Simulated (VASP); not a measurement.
# AsC (Fm-3m) in VASP: further runs, part 3 of 3

VASP 6.6.1.

### Step 7. Relaxation of cell and atoms, r2SCAN

This run uses another cell than the first one, of 13.81 Å³/atom, 1.256 times its volume.

POSCAR reads:

```
AsC
1.0
    0.0000000000      2.3992690000      2.3992690000
    2.3992690000      0.0000000000      2.3992690000
    2.3992690000      2.3992690000      0.0000000000
C As
1 1
Direct
    0.0000000000      0.0000000000      0.0000000000
    0.5000000000      0.5000000000      0.5000000000
```

INCAR.step1 reads:

```
PREC = Accurate
ENCUT = 600
ISMEAR = -1
SIGMA = 0.1
LREAL = False
LASPH = True
NELM = 80
GGA = PE
ALGO = Normal
EDIFF = 1E-4
LWAVE = True
LCHARG = False
```

INCAR.step2 reads:

```
PREC = Accurate
ENCUT = 600
EDIFF = 1E-7
ISMEAR = -1
SIGMA = 0.1
LREAL = False
LASPH = True
NELM = 80
ALGO = Normal
ISIF = 3
LWAVE = False
LCHARG = False
METAGGA = R2SCAN
LMIXTAU = True
IBRION = 2
NSW = 60
EDIFFG = -0.01
ISTART = 1
```

KPOINTS reads:

```
Automatic mesh
0
Gamma
  6 6 6
```

Potentials or basis: VASP PAW PBE potentials, release 64 (C, As).

Command:

```sh
cat potpaw_PBE.64/C/POTCAR potpaw_PBE.64/As/POTCAR > POTCAR
cp INCAR.step1 INCAR
mpirun -np 1 vasp_std > vasp.out
cp INCAR.step2 INCAR
mpirun -np 1 vasp_std > vasp.out
```

OUTCAR:

```text
PREC = Accurate
   ENCUT = 600
   EDIFF = 1E-7
   ISMEAR = -1
   LREAL = False
   LASPH = True
   NELM = 80
   ISIF = 3
   METAGGA = R2SCAN
   IBRION = 2
   NSW = 60
   EDIFFG = -0.01
   ISTART = 1

 ion  position               nearest neighbor table
   1  0.000  0.000  0.000-   2 2.40   2 2.40   2 2.40   2 2.40   2 2.40   2 2.40
   2  0.500  0.500  0.500-   1 2.40   1 2.40   1 2.40   1 2.40   1 2.40   1 2.40

  LATTYP: Found a face centered cubic cell.
 ALAT       =     4.7985380000

  Lattice vectors:

 A1 = (   0.0000000000,   2.3992690000,   2.3992690000)
 A2 = (   2.3992690000,   0.0000000000,   2.3992690000)
 A3 = (   2.3992690000,   2.3992690000,   0.0000000000)

Analysis of symmetry for initial positions (statically):
=====================================================================
 Subroutine PRICEL returns:
 Original cell was already a primitive cell.

 Routine SETGRP: Setting up the symmetry group for a
 face centered cubic supercell.

 Subroutine GETGRP returns: Found 48 space group operations
 (whereof 48 operations were pure point group operations)
 out of a pool of 48 trial point group operations.

The static configuration has the point symmetry O_h .

Analysis of symmetry for dynamics (positions and initial velocities):
=====================================================================
 Subroutine PRICEL returns:
 Original cell was already a primitive cell.

 Routine SETGRP: Setting up the symmetry group for a
 face centered cubic supercell.

 Subroutine GETGRP returns: Found 48 space group operations
 (whereof 48 operations were pure point group operations)
 out of a pool of 48 trial point group operations.

The dynamic configuration has the point symmetry O_h .

 Subroutine INISYM returns: Found 48 space group operations
 (whereof 48 operations are pure point group operations),
 and found     1 'primitive' translations

----------------------------------------------------------------------------------------

                                     Primitive cell

  volume of cell :      27.6227

  direct lattice vectors                    reciprocal lattice vectors
     0.000000000  2.399269000  2.399269000    -0.208396808  0.208396808  0.208396808
     2.399269000  0.000000000  2.399269000     0.208396808 -0.208396808  0.208396808
     2.399269000  2.399269000  0.000000000     0.208396808  0.208396808 -0.208396808

  length of vectors
     3.393078760  3.393078760  3.393078760     0.360953859  0.360953859  0.360953859

  position of ions in fractional coordinates (direct lattice)
     0.000000000  0.000000000  0.000000000
     0.500000000  0.500000000  0.500000000

  ion indices of the primitive-cell ions
   primitive index   ion index
                 1           1
                 2           2

----------------------------------------------------------------------------------------

 KPOINTS: Automatic mesh

Automatic generation of k-mesh.
 Grid dimensions read from file:
 generate k-points for:    6    6    6

 Generating k-lattice:

  Cartesian coordinates                     Fractional coordinates (reciprocal lattice)
    -0.034732801  0.034732801  0.034732801     0.166666667  0.000000000  0.000000000
     0.034732801 -0.034732801  0.034732801     0.000000000  0.166666667  0.000000000
     0.034732801  0.034732801 -0.034732801     0.000000000  0.000000000  0.166666667

  Length of vectors
     0.060158976  0.060158976  0.060158976

  Shift w.r.t. Gamma in fractional coordinates (k-lattice)
     0.000000000  0.000000000  0.000000000

 Subroutine IBZKPT returns following result:
 ===========================================

 Found     16 irreducible k-points:

 Following reciprocal coordinates:
            Coordinates               Weight
  0.000000  0.000000  0.000000      1.000000
  0.166667  0.000000  0.000000      8.000000
  0.333333  0.000000  0.000000      8.000000
  0.500000  0.000000  0.000000      4.000000
  0.166667  0.166667  0.000000      6.000000
  0.333333  0.166667  0.000000     24.000000
[... 8 lines left out ...]
 -0.333333  0.333333  0.166667     24.000000
 -0.333333  0.500000  0.166667     12.000000
   k-points           NKPTS =     16   k-points in BZ     NKDIM =     16   number of bands    NBANDS=      8
   number of dos      NEDOS =    301   number of ions     NIONS =      2
   total plane-waves  NPLWV =  21952
   dimension x,y,z NGX =    28 NGY =   28 NGZ =   28
   dimension x,y,z NGXF=    56 NGYF=   56 NGZF=   56
   ions per type =               1   1
   NGX,Y,Z   is equivalent  to a cutoff of  13.72, 13.72, 13.72 a.u.
   NGXF,Y,Z  is equivalent  to a cutoff of  27.44, 27.44, 27.44 a.u.
 SYSTEM =  unknown system
   PREC   = accura    normal or accurate (medium, high low for compatibility)
   ISTART =      1    job   : 0-new  1-cont  2-samecut
   ICHARG =      0    charge: 1-file 2-atom 10-const
   ISPIN  =      1    spin polarized calculation?
   LNONCOLLINEAR =      F non collinear calculations
   LSORBIT =      F    spin-orbit coupling
   LASPH  =      T    aspherical Exc in radial PAW
   ENCUT  =  600.0 eV  44.10 Ry    6.64 a.u.   6.78  6.78  6.78*2*pi/ulx,y,z
   NELM   =     80;   NELMIN=  2; NELMDL=  0     # of ELM steps
   EDIFF  = 0.1E-06   stopping-criterion for ELM
   LREAL  =      F    real-space projection
   EDIFFG = -.1E-01   stopping-criterion for IOM
   NSW    =     60    number of steps for IOM
   IBRION =      2    ionic relax: 0-MD 1-quasi-New 2-CG
   NFREE  =      1    steps in history (QN), initial steepest desc. (CG)
   ISIF   =      3    stress and relaxation
   ISYM   =      2    0-nonsym 1-usesym 2-fastsym
   POTIM  = 0.5000    time-step for ionic-motion
   TEBEG  =    0.0;   TEEND  =   0.0 temperature during run
   PSTRESS=    0.0 pullay stress
   NELECT =       9.0000    total number of electrons
   NUPDOWN=      -1.0000    fix difference up-down
   EMIN   =  10.00;   EMAX   =-10.00  energy-range for DOS
   EFERMI =   0.00;   METHOD = LEGACY
   ISMEAR =    -1;   SIGMA  =   0.10  broadening in eV -4-tet -1-fermi 0-gaus
   EFERMI_NEDOS =   21; number of points for ismear=-14 and -15
   IALGO  =     38    algorithm
   IMIX   =      4    mixing-type and parameters
     AMIX     =   0.40;   BMIX     =  1.00
     AMIX_MAG =   1.60;   BMIX_MAG =  1.00
  volume/ion in A,a.u.               =      13.81        93.20
  Fermi-wavevector in a.u.,A,eV,Ry     =   1.126506  2.128787 17.265998  1.269015
  Thomas-Fermi vector in A             =   2.263188
   LORBIT       =      0    0 simple, 1 ext, 2 COOP (PROOUT), +10 PAW based schemes
   METAGGA = R2SCAN    functional components
   LHFCALC =     F    Hartree Fock is set to
   AEXX    =    0.0000 exact exchange contribution
   IVDW    =     0    specifies the selected vdW correction
   LEPSILON=     F    determine dielectric tensor
   LRPA    =     F    only Hartree local field effects (RPA)
 conjugate gradient relaxation of ions
 non-spin polarized calculation
  energy-cutoff  :      600.00
  volume of cell :       27.62
 maximum number of plane-waves:       941
   NGX = 13   NGY = 13   NGZ = 13

--------------------------------------- Ionic step        1  -------------------------------------------

 number of electron       9.0000000 magnetization

 Free energy of the ion-electron system (eV)
  ---------------------------------------------------
  ext. energy  EPLUGINS =         0.00000000
  ---------------------------------------------------
  free energy    TOTEN  =       -21.05253808 eV

  energy without entropy =      -21.02604605  energy(sigma->0) =      -21.03929207

------------------------ aborting loop because EDIFF is reached ----------------------------------------

  FORCE on cell =-STRESS in cart. coord.  units (eV):
  Direction    XX          YY          ZZ          XY          YZ          ZX
  --------------------------------------------------------------------------------------
  -------------------------------------------------------------------------------------
  Total       -3.9509755     -3.9509755     -3.9509755     -0.0000000     -0.0000000      0.0000000
  in kB     -229.1648981   -229.1648981   -229.1648981     -0.0000000     -0.0000000      0.0000000
  external PRESSURE =    -229.1648981 kB  Pullay stress =       0.0000000 kB
[... 165 lines left out ...]
  energy  without entropy=      -21.5274169699  energy(sigma->0) =      -21.53605296

--------------------------------------- Ionic step        6  -------------------------------------------

 number of electron       9.0000000 magnetization

 Free energy of the ion-electron system (eV)
  ---------------------------------------------------
  ext. energy  EPLUGINS =         0.00000000
  ---------------------------------------------------
  free energy    TOTEN  =       -21.54470651 eV

  energy without entropy =      -21.52755221  energy(sigma->0) =      -21.53612936

 E-fermi :   8.3562     XC(G=0): -12.6706

 val. band max:        8.0896832588   @ k =  -0.1667   0.1667   0.0000
 cond. band min:       8.4989482599   @ k =   0.0000   0.0000   0.0000
 fundamental gap:      0.4092650011
 Fermi energy:         8.3561786073

 k-point     1 :       0.0000    0.0000    0.0000
  band No.  band energies     occupation
      1     -10.1935      2.00000
      2       7.0506      2.00000
      3       7.0506      2.00000
      4       7.0506      2.00000
      5       8.4989      0.38692
      6      16.2807      0.00000
      7      16.2807      0.00000
      8      16.2807      0.00000
[... 192 lines left out ...]
  FREE ENERGIE OF THE ION-ELECTRON SYSTEM (eV)
  ---------------------------------------------------
  free  energy   TOTEN  =       -21.5447065088 eV

  energy  without entropy=      -21.5275522100  energy(sigma->0) =      -21.53612936

 reached required accuracy - stopping structural energy minimisation
```

OSZICAR.step1:

```text
N       E                     dE             d eps       ncg     rms          rms(c)
DAV:   1     0.184537202513E+02    0.18454E+02   -0.44761E+03   256   0.106E+03
DAV:   2    -0.107183462491E+02   -0.29172E+02   -0.28077E+02   456   0.122E+02
DAV:   3    -0.111101893469E+02   -0.39184E+00   -0.39143E+00   304   0.192E+01
DAV:   4    -0.111113634891E+02   -0.11741E-02   -0.11741E-02   360   0.107E+00
DAV:   5    -0.111113656860E+02   -0.21969E-05   -0.21974E-05   296   0.309E-02    0.462E+00
DAV:   6    -0.105356123388E+02    0.57575E+00   -0.54190E+00   296   0.115E+01    0.178E+00
DAV:   7    -0.105291030737E+02    0.65093E-02   -0.23156E-01   296   0.371E+00    0.113E+00
DAV:   8    -0.105325243880E+02   -0.34213E-02   -0.27889E-02   296   0.141E+00    0.241E-01
DAV:   9    -0.105312872954E+02    0.12371E-02   -0.80882E-03   344   0.479E-01    0.656E-02
DAV:  10    -0.105313465117E+02   -0.59216E-04   -0.24142E-04   232   0.150E-01
   1 F= -.10531347E+02 E0= -.10517871E+02  d E =-.269501E-01
```

It took 70 s on 1 thread of Intel Xeon 6975P-C (Granite Rapids), shared host; peak memory 0.16 GiB.

Results:

```yaml
Free_energy: -21.5447 eV
Relaxed_volume: 10.99 Å³/atom
Relaxed_cell: a = 3.145 Å, b = 3.145 Å, c = 3.145 Å, α = 60.00°, β = 60.00°, γ = 60.00°
Space_group_after_relaxing_to_0.05_Å: Fm-3m (No. 225)
Energy_gained_by_relaxing: 246.1 meV/atom
Ionic_steps: 6
Pressure_after_relaxing: 0.0 GPa
Band_gap_on_the_k_mesh: none (metal or under the smearing width)
```

The path:
```tsv
step	energy change (eV)	largest force (eV/Å)	pressure (GPa)	volume (Å³)
1	0.0000	0.0000	-22.92	27.62
2	-0.4248	0.0000	15.24	20.45
3	-0.4921	0.0000	-0.41	22.05
4	-0.4921	0.0000	0.36	21.94
5	-0.4922	0.0000	-0.20	22.02
6	-0.4922	0.0000	0.01	21.99
```

Final structure:
```
CELL_PARAMETERS angstrom
0.00000 2.22362 2.22362
2.22362 0.00000 2.22362
2.22362 2.22362 0.00000
ATOMIC_POSITIONS crystal
C 0.00000 0.00000 0.00000
As 0.50000 0.50000 0.50000
```

Levels at points of the mesh, in eV from the Fermi level:
| k point | band 1 | band 2 | band 3 | band 4 | band 5 | band 6 | band 7 | band 8 |
| --- | --- | --- | --- | --- | --- | --- | --- | --- |
| (0.00, 0.00, 0.00) | -18.55 | -1.31 | -1.31 | -1.31 | 0.14 | 7.92 | 7.92 | 7.92 |
| (0.50, 0.00, 0.00) | -13.22 | -13.20 | -0.72 | -0.72 | 1.95 | 1.95 | 3.14 | 4.22 |
| (0.50, 0.50, 0.00) | -12.70 | -9.18 | -6.50 | -4.90 | -4.90 | 4.47 | 10.16 | 10.16 |

Caveat: the k mesh is coarse (spacing up to 0.38 Å⁻¹), so the values aren't converged; the volume moved by over 15 % at a fixed basis, so the end points are rough; the PAW data sets were made with another functional, which shifts forces and pressure a little.
